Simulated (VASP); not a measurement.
HfO2: stress against strain

HfO2 (fluorite, Fm-3m, 10.305 Å³/atom and stress up to 0.30 GPa in the relaxed cell, cube axes along x, y and z) under a strain ε along a cube axis (axis z), the other axes held. LDA in VASP (plane waves, PAW), 600 eV, 10×10×10 Γ-centred mesh, Gaussian smearing 0.05 eV; ions are relaxed, or left where forces stay under 0.02 eV/Å, within the symmetry of each cell. Against the start cell, which lies near the measured one, the relaxed cell differs by -5.7 % in volume; the values below rest on it. Stress is positive for a compressed cell.

Here s stands for strain and y for stress zz.

| strain (%) | stress zz (GPa) |
|---|---|
| -3.00 | ? |
| -1.50 | 9.39 |
| -1.00 | 6.09 |
| -0.50 | 2.86 |
| 0.00 | -0.30 |
| 0.50 | -3.39 |
| 1.00 | -6.41 |
| 1.50 | -9.36 |

The 7 complete rows are fitted with a straight line, y against s. Means: s 0, y -0.160. About the means, the sum of products is -43.750 and the sum of squares of s is 7.0000; the slope is their ratio. Least squares gives y = -0.160 - 6.2500·s. Residuals (row less fit): 0.175, 0.000, -0.105, -0.140, -0.105, 0.000, 0.175; standard error 0.143 (degrees of freedom: 5). The slope gives the elastic constant C11 = 625 ± 5 GPa (± standard error of the fit, which holds the terms cut off).

Q: What does the fit predict for y at s = -3.00, and how far is the calculated value from it?

A: y = -0.160 - 6.2500 × (-3.0) = 18.590 GPa. The calculation gives 19.77 GPa, 1.180 GPa above the prediction (4.1 % of the range of y in the table). The row lies outside the fitted rows, so this is an extrapolation. From the scatter of the fitted rows alone, a prediction at this place has a standard error of 0.224 GPa, so the miss is 5.3 times that.

A polynomial of degree 2 through the 12 other runs of the series gives 19.72 there, so most of the miss is curvature that the fit leaves out. The primitive cell can neither tilt nor turn polar against its symmetry, as such crystals can under strain. HfO2 is here the high-temperature cubic form, which is unstable at 0 K; the monoclinic form is the stable one. Rows are the converged runs of the series near zero and its far end; series whose fitted rows scatter by over a few per cent of the range, as at a crossing or softening among them, aren't shown in this form, nor equations of state whose B0' disagrees with the runs' pressures. Most that stay on the fit to the last digits aren't either.
